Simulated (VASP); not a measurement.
Input for VASP

### KPOINTS
```
K-points
0
Gamma
 8 8 4
```

### INCAR
```
ALGO=Normal
EDIFF=1E-7
EDIFFG=-0.01
ENCUT=600
IBRION=2
ISIF=2
ISMEAR=0
LASPH=.TRUE.
LCHARG=.FALSE.
LMAXMIX=4
LMIXTAU=.TRUE.
LREAL=.FALSE.
LWAVE=.FALSE.
METAGGA=R2SCAN
NELM=100
NSW=30
PREC=Accurate
SIGMA=0.05
SYSTEM=ZnO
```

### POSCAR
```
ZnO
1
    1.5991208159    -2.7697589304     0.0000000000
    1.5991208159     2.7697589304     0.0000000000
    0.0000000000     0.0000000000     5.2097935427
Zn O
2 2
Direct
  0.6666670000   0.3333330000   0.5002958916
  0.3333330000   0.6666670000   0.0002958916
  0.6666670000   0.3333330000   0.8817041084
  0.3333330000   0.6666670000   0.3817041084
```

POTCAR, in this order: Zn O (PBE.64 set). Program: vasp_std.

Task: Translate this r2SCAN calculation to Ansatz.

Result: One equivalent input (not run):
Ansatz 0.2 input:
```yaml
crystal:
  lattice:
    - [1.5991208, -2.7697589, 0.0000000]
    - [1.5991208, 2.7697589, 0.0000000]
    - [0.0000000, 0.0000000, 5.2097935]
  atoms:
    - { symbol: Zn, position: [0.6666670, 0.3333330, 0.5002959] }
    - { symbol: Zn, position: [0.3333330, 0.6666670, 0.0002959] }
    - { symbol: O, position: [0.6666670, 0.3333330, 0.8817041] }
    - { symbol: O, position: [0.3333330, 0.6666670, 0.3817041] }
kpoints:
  mp_grid: { grid: [8, 8, 4] }
hamiltonian:
  xc: r2scan
  pseudopotentials: { kind: paw }
scf:
  occupations: { method: gaussian, width: 0.05 }
  max_iter: 100
relax:
  max_steps: 30
  f_tol: 0.01
output: { forces: true, stress: true, eigenvalues: true }
```
The two are equivalent in intent, not identical: each code has its own PAW files, so the cut-off isn't converted (ENCUT is set for VASP's; basis.ecutwfc is left out, and Ansatz then takes the one that its files recommend); Ansatz stops its SCF on the density residual and VASP on the energy change (EDIFF).

The compound is ZnO in the wurtzite structure. This cell was strained or had an atom moved on purpose. Symmetry was kept, so distortions that lower it aren't found.
